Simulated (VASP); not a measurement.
Output of a VASP run:

### OSZICAR
```
       N       E                     dE             d eps       ncg     rms          rms(c)
DAV:   1    -0.628349064908E+01   -0.62835E+01   -0.73311E+02  2205   0.255E+02
DAV:   2    -0.795975646978E+01   -0.16763E+01   -0.15934E+01  2620   0.272E+01
DAV:   3    -0.797530725422E+01   -0.15551E-01   -0.15574E-01  2595   0.283E+00
DAV:   4    -0.797534639654E+01   -0.39142E-04   -0.38912E-04  2600   0.148E-01
DAV:   5    -0.797534663528E+01   -0.23875E-06   -0.23515E-06  2665   0.974E-03    0.310E+00
DAV:   6    -0.802038371182E+01   -0.45037E-01   -0.15776E-01  2550   0.287E+00    0.208E+00
DAV:   7    -0.806666376518E+01   -0.46280E-01   -0.11075E-01  2285   0.248E+00    0.104E+00
DAV:   8    -0.781234103734E+01    0.25432E+00   -0.14780E-01  1990   0.331E+00    0.188E-01
DAV:   9    -0.775112179148E+01    0.61219E-01   -0.10299E-01  2005   0.373E+00    0.352E-01
DAV:  10    -0.794736657679E+01   -0.19624E+00   -0.55110E-01  2185   0.496E+00    0.115E-01
DAV:  11    -0.769724613080E+01    0.25012E+00   -0.85569E-02  1955   0.303E+00    0.298E-01
DAV:  12    -0.768732370643E+01    0.99224E-02   -0.15270E-02  2015   0.154E+00    0.342E-01
DAV:  13    -0.772909428722E+01   -0.41771E-01   -0.57371E-02  2070   0.347E+00    0.520E-01
DAV:  14    -0.771989456642E+01    0.91997E-02   -0.48748E-03  2035   0.784E-01    0.490E-01
DAV:  15    -0.771037645410E+01    0.95181E-02   -0.43807E-03  2100   0.803E-01    0.511E-01
DAV:  16    -0.772467691799E+01   -0.14300E-01   -0.60195E-03  2115   0.628E-01    0.405E-01
DAV:  17    -0.772542296488E+01   -0.74605E-03   -0.68801E-05  2860   0.801E-02    0.390E-01
DAV:  18    -0.772967957846E+01   -0.42566E-02   -0.12640E-03  2135   0.204E-01    0.361E-01
DAV:  19    -0.773287860163E+01   -0.31990E-02   -0.59645E-04  2290   0.238E-01    0.336E-01
DAV:  20    -0.773993706829E+01   -0.70585E-02   -0.12946E-02  2135   0.132E+00    0.227E-01
DAV:  21    -0.774021528934E+01   -0.27822E-03   -0.20893E-03  2260   0.420E-01    0.186E-01
DAV:  22    -0.774012147829E+01    0.93811E-04   -0.12101E-03  1960   0.319E-01    0.157E-01
DAV:  23    -0.774153961157E+01   -0.14181E-02   -0.21753E-03  2060   0.364E-01    0.159E-01
DAV:  24    -0.774261391172E+01   -0.10743E-02   -0.41643E-03  1995   0.787E-01    0.105E-01
DAV:  25    -0.774290222718E+01   -0.28832E-03   -0.40553E-04  2450   0.253E-01    0.486E-02
DAV:  26    -0.774278442626E+01    0.11780E-03   -0.15055E-04  1980   0.920E-02    0.319E-02
DAV:  27    -0.774282633345E+01   -0.41907E-04   -0.47372E-05  2010   0.779E-02    0.258E-02
DAV:  28    -0.774283220689E+01   -0.58734E-05   -0.43984E-04  1980   0.224E-01    0.176E-02
DAV:  29    -0.774285281067E+01   -0.20604E-04   -0.12066E-04  2140   0.125E-01    0.269E-02
DAV:  30    -0.774280943787E+01    0.43373E-04   -0.23776E-05  1970   0.500E-02    0.309E-02
DAV:  31    -0.774278414854E+01    0.25289E-04   -0.14409E-04  1975   0.107E-01    0.179E-02
DAV:  32    -0.774278990394E+01   -0.57554E-05   -0.66913E-06  2095   0.309E-02    0.117E-02
DAV:  33    -0.774278663222E+01    0.32717E-05   -0.49196E-06  2140   0.240E-02    0.838E-03
DAV:  34    -0.774279380445E+01   -0.71722E-05   -0.47009E-06  2095   0.287E-02    0.246E-03
DAV:  35    -0.774279412170E+01   -0.31725E-06   -0.13828E-06  2215   0.150E-02    0.215E-03
DAV:  36    -0.774279413607E+01   -0.14376E-07   -0.72873E-07  2065   0.113E-02
   1 F= -.77427941E+01 E0= -.77427941E+01  d E =0.000000E+00
       N       E                     dE             ncg
```

**OUTCAR**
```
------------------------ aborting loop because EDIFF is reached ----------------------------------------
  FORCE on cell =-STRESS in cart. coord.  units (eV):
  Direction    XX          YY          ZZ          XY          YZ          ZX
  --------------------------------------------------------------------------------------
  Total       -0.0173422     -0.0173422     -0.0173422     -0.0000000     -0.0000000      0.0000000
  in kB       -1.7359357     -1.7359357     -1.7359357     -0.0000000     -0.0000000      0.0000000
  external PRESSURE =      -1.7359357 kB  Pullay stress =       0.0000000 kB
  volume of cell :       16.01
      direct lattice vectors                 reciprocal lattice vectors
     0.000000000  2.000246945  2.000246945    -0.249969136  0.249969136  0.249969136
     2.000246945  0.000000000  2.000246945     0.249969136 -0.249969136  0.249969136
     2.000246945  2.000246945  0.000000000     0.249969136  0.249969136 -0.249969136
 POSITION                                       TOTAL-FORCE (eV/Angst)
 -----------------------------------------------------------------------------------
      0.00000      0.00000      0.00000         0.000000      0.000000     -0.000000
 -----------------------------------------------------------------------------------
    total drift:                                0.000000     -0.000000     -0.000000
  FREE ENERGIE OF THE ION-ELECTRON SYSTEM (eV)
  ---------------------------------------------------
  free  energy   TOTEN  =        -7.7427941361 eV

  energy  without entropy=       -7.7427941361  energy(sigma->0) =       -7.74279414

 total charge

# of ion       s       p       d       tot
------------------------------------------
    1        0.431   0.368   0.000   0.799
```
(Selected blocks of OUTCAR.)

### POSCAR
```
Al
1
    0.0000000000     2.0002469447     2.0002469447
    2.0002469447     0.0000000000     2.0002469447
    2.0002469447     2.0002469447     0.0000000000
Al
1
Direct
  0.0000000000   0.0000000000   0.0000000000
```

Problem. Write an INCAR and KPOINTS that could have produced this output.

Solution. Several could match; the one computed here: the input of the run itself, SCAN meta-GGA, plane waves, VASP's PBE PAW potentials (set 64).

KPOINTS:
```
Automatic mesh
0
Gamma
18 18 18
0 0 0
```

File KPOINTS_OPT:
```
k-points along high-symmetry lines
10
Line-mode
Reciprocal
  0.000000   0.000000   0.000000 ! GAMMA
  0.500000   0.000000   0.500000 ! X

  0.500000   0.000000   0.500000 ! X
  0.625000   0.250000   0.625000 ! U

  0.375000   0.375000   0.750000 ! K
  0.000000   0.000000   0.000000 ! GAMMA

  0.000000   0.000000   0.000000 ! GAMMA
  0.500000   0.500000   0.500000 ! L

  0.500000   0.500000   0.500000 ! L
  0.500000   0.250000   0.750000 ! W

  0.500000   0.250000   0.750000 ! W
  0.500000   0.000000   0.500000 ! X
```

INCAR:
```
ALGO = Normal
EDIFF = 1E-7
ENCUT = 400
ISIF = 2
ISMEAR = -5
LASPH = .TRUE.
LCHARG = .FALSE.
LMIXTAU = .TRUE.
LORBIT = 11
LREAL = .FALSE.
LWAVE = .FALSE.
METAGGA = SCAN
NEDOS = 601
NELM = 100
PREC = Accurate
SYSTEM = Al
```

POTCAR, in this order: Al (PBE.64 set). Program: vasp_std.

For a metal the tetrahedron method with Blöchl corrections gives inexact stress and forces.

The structure comes from a measured Al entry (Fm-3m) of the Crystallography Open Database, whose conditions weren't checked. It was relaxed first.
